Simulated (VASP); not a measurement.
All values below come from RPA correlation on PBE orbitals, VASP's PBE PAW potentials (set 64) (plane waves; VASP 6.6.1).

The input files of a VASP run:

KPOINTS:
```
Automatic mesh
0
Gamma
4 4 4
0 0 0
```

POSCAR:
```
GaN
1
    0.0000000000     2.1980510000     2.1980510000
    2.1980510000     0.0000000000     2.1980510000
    2.1980510000     2.1980510000     0.0000000000
Ga N
1 1
Direct
  0.0000000000   0.0000000000   0.0000000000
  0.2500000000   0.2500000000   0.2500000000
```

**INCAR**
```
# general
SYSTEM  = GaN
PREC    = Normal
ENCUT   = 500
LREAL   = F
LASPH   = T
NBANDS  = 544

# electronic loop
ALGO    = ACFDT

# smearing
ISMEAR  = 0   # Gaussian
SIGMA   = 0.01

# functional
GGA     = PE

# output
LWAVE   = F
LCHARG  = F

# other
NOMEGA  = 12
ENCUTGW = 300
```

POTCAR, in this order: Ga_d_GW N_GW_new (PBE.64 set). Program: vasp_std. Read from the step before: WAVECAR, WAVEDER.

Output

### OSZICAR
```
energies w=
    0.000    0.512    0.000    1.659    0.000    3.223    0.000    5.631
    0.000    9.597    0.000   16.379    0.000   28.283    0.000   49.675
    0.000   89.159    0.000  165.005    0.000  324.359    0.000  777.972
NQ=   1    0.0000    0.0000    0.0000,
 performed       3670000 updates of chi_q(r,r)
NQ=   2    0.2500    0.0000    0.0000,
 performed       7340000 updates of chi_q(r,r)
NQ=   3    0.5000    0.0000    0.0000,
 performed      11010000 updates of chi_q(r,r)
NQ=   4    0.2500    0.2500    0.0000,
 performed      14680000 updates of chi_q(r,r)
NQ=   5    0.5000    0.2500    0.0000,
 performed      18350000 updates of chi_q(r,r)
NQ=   6   -0.2500    0.2500    0.0000,
 performed      22020000 updates of chi_q(r,r)
NQ=   7    0.5000    0.5000    0.0000,
 performed      25690000 updates of chi_q(r,r)
NQ=   8   -0.2500    0.5000    0.2500,
 performed      29360000 updates of chi_q(r,r)
```

OUTCAR:
```


      cutoff energy     smooth cutoff   RPA   correlation   Hartree contr. to MP2
---------------------------------------------------------------------------------
            300.000           240.000      -18.9630509450      -30.1233543062
            285.714           228.571      -18.8593159314      -29.9823160336
            272.109           217.687      -18.7433187771      -29.8213809702
            259.151           207.321      -18.6118580845      -29.6359427435
            246.811           197.449      -18.4678392316      -29.4296755173
            235.058           188.046      -18.3084293189      -29.1984104136
            223.865           179.092      -18.1317789138      -28.9396779102
            213.204           170.564      -17.9421829078      -28.6591124727
  linear regression
  converged value                          -20.5087453652      -32.3515026598
```
(Selected blocks of OUTCAR.)

The mesh is coarse, so the correlation energy is not converged in k-points.

The compound is GaN in the zinc blende structure, a metastable form; wurtzite is the usual one. This cell is one point of a volume scan, at 0.92 of the reference volume. The k-mesh is coarse (spacing up to 0.62 per Å, 2π included), so the numbers may not be converged in it.
